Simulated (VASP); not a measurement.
Calculation: RPBE GGA, VASP's PBE PAW potentials (set 64) (plane waves; VASP).

The input files of a VASP run:

**INCAR**
```
ALGO  =  Normal
EDIFF  =  1E-7
ENCUT  =  520
GGA  =  RP
ISIF  =  2
ISMEAR  =  -5
LASPH  =  .True.
LCHARG  =  .True.
LMAXMIX  =  4
LORBIT  =  11
LREAL  =  .False.
LWAVE  =  .False.
NEDOS  =  601
NELM  =  100
PREC  =  Accurate
SYSTEM  =  Zr
```

**POSCAR**
```
Zr
1
    1.6300775876    -2.8233771462     0.0000000000
    1.6300775876     2.8233771462     0.0000000000
    0.0000000000     0.0000000000     5.2081410792
Zr
2
Direct
  0.3333330000   0.6666670000   0.2500000000
  0.6666670000   0.3333330000   0.7500000000
```

### KPOINTS
```
Automatic mesh
0
Gamma
14 14 8
0 0 0
```

POTCAR, in this order: Zr_sv (PBE.64 set). Program: vasp_std.

What VASP printed:

File OSZICAR:
```
       N       E                     dE             d eps       ncg     rms          rms(c)
DAV:   1     0.218474254012E+03    0.21847E+03   -0.13592E+04  3840   0.148E+03
DAV:   2    -0.227901891712E+01   -0.22075E+03   -0.21899E+03  4800   0.413E+02
DAV:   3    -0.166289695930E+02   -0.14350E+02   -0.14298E+02  7416   0.789E+01
DAV:   4    -0.168783471635E+02   -0.24938E+00   -0.24936E+00  4112   0.117E+01
DAV:   5    -0.168870653869E+02   -0.87182E-02   -0.87165E-02  6144   0.134E+00    0.131E+01
DAV:   6    -0.162991076521E+02    0.58796E+00   -0.98143E-01  4000   0.882E+00    0.505E+00
DAV:   7    -0.161865921875E+02    0.11252E+00   -0.63585E-01  5344   0.625E+00    0.113E+00
DAV:   8    -0.161946684087E+02   -0.80762E-02   -0.44766E-02  5048   0.172E+00    0.298E-01
DAV:   9    -0.161948595448E+02   -0.19114E-03   -0.24139E-03  4368   0.530E-01    0.438E-02
DAV:  10    -0.161947961156E+02    0.63429E-04   -0.66626E-05  5800   0.571E-02    0.246E-02
DAV:  11    -0.161947963304E+02   -0.21481E-06   -0.14574E-05  4312   0.472E-02    0.474E-03
DAV:  12    -0.161947966947E+02   -0.36426E-06   -0.49581E-07  4656   0.514E-03    0.332E-03
DAV:  13    -0.161947962850E+02    0.40968E-06   -0.46018E-08  2704   0.238E-03    0.145E-03
DAV:  14    -0.161947961447E+02    0.14027E-06   -0.18582E-08  2696   0.179E-03    0.394E-04
DAV:  15    -0.161947960967E+02    0.47967E-07   -0.35962E-09  2520   0.597E-04
   1 F= -.16194796E+02 E0= -.16194796E+02  d E =0.000000E+00
```

File OUTCAR:
```
------------------------ aborting loop because EDIFF is reached ----------------------------------------
  FORCE on cell =-STRESS in cart. coord.  units (eV):
  Direction    XX          YY          ZZ          XY          YZ          ZX
  --------------------------------------------------------------------------------------
  Total       -0.0327974     -0.0327974     -0.0032533     -0.0000000      0.0000000     -0.0000000
  in kB       -1.0961239     -1.0961238     -0.1087301     -0.0000000      0.0000000     -0.0000000
  external PRESSURE =      -0.7669926 kB  Pullay stress =       0.0000000 kB
  volume of cell :       47.94
      direct lattice vectors                 reciprocal lattice vectors
     1.630077588 -2.823377146  0.000000000     0.306733866 -0.177092883  0.000000000
     1.630077588  2.823377146  0.000000000     0.306733866  0.177092883  0.000000000
     0.000000000  0.000000000  5.208141079     0.000000000  0.000000000  0.192007088
 POSITION                                       TOTAL-FORCE (eV/Angst)
 -----------------------------------------------------------------------------------
      1.63008      0.94113      1.30204         0.000000      0.000000      0.000000
      1.63008     -0.94113      3.90611        -0.000000     -0.000000      0.000000
 -----------------------------------------------------------------------------------
    total drift:                                0.000000      0.001137     -0.000019
  FREE ENERGIE OF THE ION-ELECTRON SYSTEM (eV)
  ---------------------------------------------------
  free  energy   TOTEN  =       -16.1947960967 eV

  energy  without entropy=      -16.1947960967  energy(sigma->0) =      -16.19479610

 total charge

# of ion       s       p       d       tot
------------------------------------------
    1        2.225   5.963   1.590   9.778
    2        2.225   5.963   1.590   9.778
--------------------------------------------------
tot          4.450  11.926   3.180  19.556
```
(Selected blocks of OUTCAR.)

For a metal the tetrahedron method with Blöchl corrections gives inexact stress and forces.

The compound is Zr in the hcp structure. It was relaxed first.
